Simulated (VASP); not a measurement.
VASP runs on PtSe2 share one base input (PBE GGA, plane waves, VASP's PBE PAW potentials (set 64)) and change the settings named in each case.

### KPOINTS
```
Automatic mesh
0
gamma
  7 7 1
```

**INCAR**
```
SYSTEM = PtSe2
PREC = Accurate; ENCUT = 300; LREAL = .False.
LASPH = .True.
EDIFF = 1E-6; NELM = 100; ALGO = Normal
LMAXMIX = 6
ISMEAR = 0; SIGMA = 0.1
GGA = PE
ISIF = 2
LWAVE = .False.; LCHARG = .False.
```

### POSCAR
```
PtSe2
1
    3.6078860000     0.0000000000     0.0000000000
   -1.8039430000     3.1245210000     0.0000000000
    0.0000000000     0.0000000000    16.9820380000
Pt Se
1 2
Direct
  0.0000000000   0.0000000000   0.5000000000
  0.3333330000   0.6666670000   0.5878000000
  0.6666670000   0.3333330000   0.4122000000
```

POTCAR, in this order: Pt Se (PBE.64 set). Program: vasp_std.

| change | E(σ→0) (eV/atom) | largest force (eV/Å) |
|---|---|---|
| base run | -4.6960 | 1.105 |
| GGA removed, POTCAR Pt Se (LDA.64 set) | -5.5019 | 1.749 |
| GGA_COMPAT = .FALSE., LNONCOLLINEAR = .TRUE., LSORBIT = .TRUE., MAGMOM = 0.0 0.0 0.0 0.0 0.0 0.0 0.0 0.0 0.0, program vasp_ncl | -4.8314 | 1.068 |
| KPOINTS 4×4×1 Γ-centred mesh | -4.6718 | 1.158 |
 Energies of different potentials or functionals have different zeros.  The cell holds a wide vacuum, so values per volume refer to the whole cell. Unless said otherwise, spin-orbit coupling is left out, though it shifts the bands of the heavy elements here.

Left out are runs that ran out of time, are held back, or changed the cell or the kind of run, fixed moments of cells without a moment, rows past the twelfth, gaps on odd meshes, pressures of charged cells and columns that move by less than the noise.

The cell is a sheet or thin cut with vacuum, built from a generated structure.
